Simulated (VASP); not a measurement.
Given:

```xyz
1
Lattice="-2.0547 2.0547 2.0547 2.0547 -2.0547 2.0547 2.0547 2.0547 -2.0547" Properties=species:S:1:pos:R:3 pbc="T T T"
Sm     0.0000     0.0000     0.0000
```
Starting moments (μB, in the order of the record's atoms Sm): 5.0.

All values below come from PBE GGA, VASP's PBE PAW potentials (set 64) (plane waves; VASP 6.6.1). Run with 300 eV cut-off, 15×15×15 Γ-centred mesh, Fermi-Dirac smearing of 0.10 eV, potentials Sm.

**Question.** Give the spin-up energies of bands 5 to 14 at the high-symmetry points, in eV from the Fermi level.

**Answer.** 
```
band      Γ      H      N      P
----  -----  -----  -----  -----
5     -4.45  -1.68  -2.01  -0.49
6     -0.30  -1.68  -0.46  -0.35
7     -0.30  -0.57  -0.40  -0.35
8     -0.30  -0.38  -0.39  -0.35
9     -0.21  -0.38  -0.18  -0.06
10    -0.19  -0.38  -0.10  -0.06
11    -0.19   0.04  -0.07  -0.06
12    -0.19   0.04  -0.04   0.20
13     1.85   0.04   0.14   0.20
14     1.85   6.27   1.77   0.20
```

**Question.** Give the spin-down energies of bands 5 to 14 at the high-symmetry points, in eV from the Fermi level.

**Answer.** 
```json
[
 {"band": "5", "Γ": "-3.43", "H": "-0.76", "N": "-1.04", "P": "1.23"},
 {"band": "6", "Γ": "2.95", "H": "-0.76", "N": "1.17", "P": "1.23"},
 {"band": "7", "Γ": "2.95", "H": "3.56", "N": "2.52", "P": "1.23"},
 {"band": "8", "Γ": "2.95", "H": "3.57", "N": "3.23", "P": "3.53"},
 {"band": "9", "Γ": "3.21", "H": "3.57", "N": "3.69", "P": "3.68"},
 {"band": "10", "Γ": "3.21", "H": "3.57", "N": "3.71", "P": "3.68"},
 {"band": "11", "Γ": "3.21", "H": "3.84", "N": "3.78", "P": "3.68"},
 {"band": "12", "Γ": "4.01", "H": "3.84", "N": "3.90", "P": "3.80"},
 {"band": "13", "Γ": "4.01", "H": "3.84", "N": "4.02", "P": "3.80"},
 {"band": "14", "Γ": "4.01", "H": "7.55", "N": "4.07", "P": "3.80"}
]
```

It has no gap at this level: it comes out as a metal or semimetal.

The structure was generated: Sm was put into an ordered model structure, which need not be its known phase. The cell was not relaxed at this level.
